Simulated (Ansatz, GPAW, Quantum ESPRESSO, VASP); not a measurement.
# Code comparison for InAu3 (Pmmn, 8 atoms in the cell)

Self-consistent single point.

```
InAu3
1.0
    4.83733     0.00000     0.00000
    0.00000     5.77876     0.00000
    0.00000     0.00000     5.27183
In Au
2 6
Direct
  0.50000   0.50000   0.33547
  0.00000   0.00000   0.66453
  0.00000   0.50000   0.66268
  0.50000   0.00000   0.33732
  0.00000   0.74853   0.16322
  0.00000   0.25147   0.16322
  0.50000   0.75147   0.83678
  0.50000   0.24853   0.83678
```

Shared settings, as Ansatz (a first-principles code) writes them: kpoints.mp_grid.grid = 2 2 2; scf.occupations.method = fermi_dirac; scf.occupations.width = 0.1 eV. Potentials and cutoffs stand in the table.

| code | model | pressure (GPa) | largest force (eV/Å) | cutoff |
|---|---|---|---|---|
| Quantum ESPRESSO | PBEsol, GBRV 1.5 ultrasoft (PBESOL) pseudopotentials | -5.76 | 0.158 | 40 Ry |
| GPAW | PBEsol, GPAW PAW datasets PBEsol (made by gpaw-setup) | -4.11 | 0.191 | 550 eV |
| Ansatz | PBEsol, PAW files made with PBE | -5.00 | 0.163 | default |
| VASP | PBEsol, VASP's PBE PAW potentials (set 64) | -5.72 | 0.160 | 300 eV |

Size of the force on each atom (eV/Å): Sizes of forces hide their directions.

```json
[
 {"code": "Quantum ESPRESSO", "In1": "0.093", "In2": "0.093", "Au3": "0.158", "Au4": "0.158", "Au5": "0.049", "Au6": "0.049", "Au7": "0.049", "Au8": "0.049"},
 {"code": "GPAW", "In1": "0.090", "In2": "0.090", "Au3": "0.191", "Au4": "0.191", "Au5": "0.062", "Au6": "0.062", "Au7": "0.062", "Au8": "0.062"},
 {"code": "Ansatz", "In1": "0.093", "In2": "0.093", "Au3": "0.163", "Au4": "0.163", "Au5": "0.050", "Au6": "0.050", "Au7": "0.050", "Au8": "0.050"},
 {"code": "VASP", "In1": "0.093", "In2": "0.093", "Au3": "0.160", "Au4": "0.160", "Au5": "0.050", "Au6": "0.050", "Au7": "0.050", "Au8": "0.050"}
]
```

On Ansatz's run: spin-orbit coupling is off.

The spread over the programs that give each value: pressure within 1.65 GPa; largest force within 0.033 eV/Å.

Ansatz's pressure is given at a fixed set of plane waves, as the other plane-wave codes print theirs; with its correction for the finite basis it is -4.96 GPa. In the pressure, GPAW (by 1.25) lies more than 1 GPa from the median of the plane-wave programs.

On the base mesh (3 3 3) the same programs gave: GPAW pressure -3.34 GPa; Quantum ESPRESSO pressure -5.01 GPa; Ansatz pressure -4.26 GPa; VASP pressure -4.97 GPa.

The values differ from the base mesh's, so the mesh still matters here: the table compares the programs at equal settings.

VASP's run is marked for a possible Pulay error in its stress at this cutoff; no cutoff test was made.

The starting cell comes from a database of computed structures (which also holds hypothetical and non-ambient phases and stackings), without a prior relaxation at this level.

Left out of this page: CP2K (on another mesh); Elk and SIESTA (not drawn, or without a comparable value).

Keys are those of Ansatz 0.2.
